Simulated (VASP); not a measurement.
Given:

```
CELL_PARAMETERS angstrom
      3.25235     0.00000     0.00000
      0.00000     3.25235     0.00000
      0.00000     0.00000     3.25235
ATOMIC_POSITIONS crystal
  Zn 0.50000 0.50000 0.50000
  Au 0.00000 0.00000 0.00000
```

The numbers are results of RPBE GGA, VASP's PBE PAW potentials (set 64) (plane waves; VASP 6.6.1), not measurements. Settings: 520 eV cut-off, 11×11×11 Γ-centred mesh, first-order Methfessel-Paxton smearing of 0.10 eV, potentials Zn Au.

**Question.** Give the stress tensor in GPa (positive for a compressed cell).

**Answer.** 
```
-2.60   0.00   0.00
 0.00  -2.60   0.00
 0.00   0.00  -2.60
```
The pressure is its mean diagonal, -2.60 GPa.

The compound is AuZn in the CsCl type structure. This cell is one point of a volume scan, at 1.03 of the reference volume. The electron count is odd and the run is not spin-polarised, which forces a metal.
